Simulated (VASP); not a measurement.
Given:

```
CaSe
1.0
    0.00000     2.93773     2.93773
    2.93773     0.00000     2.93773
    2.93773     2.93773     0.00000
Ca Se
1 1
Direct
  0.00000   0.00000   0.00000
  0.50000   0.50000   0.50000
```

All values below come from PBEsol GGA with spin-orbit coupling, VASP's PBE PAW potentials (set 64) (plane waves; VASP). Settings: 400 eV cut-off, 7×7×7 Γ-centred mesh, Gaussian smearing of 0.050 eV, potentials Ca_sv Se.

**Question.** What does the run give for the energy per atom (σ→0), band gap (over mesh and band path) with the smallest direct gap where there is one?

**Answer.** 
```json
{
  "band gap (over mesh and band path)": "1.74 eV",
  "smallest direct gap (over mesh and band path)": "2.73 eV",
  "energy per atom (σ→0)": "-5.047 eV/atom"
}
```

The absolute energy has meaning only against runs of the same code, potentials and settings.

The compound is CaSe in the rock salt structure. It was relaxed first.
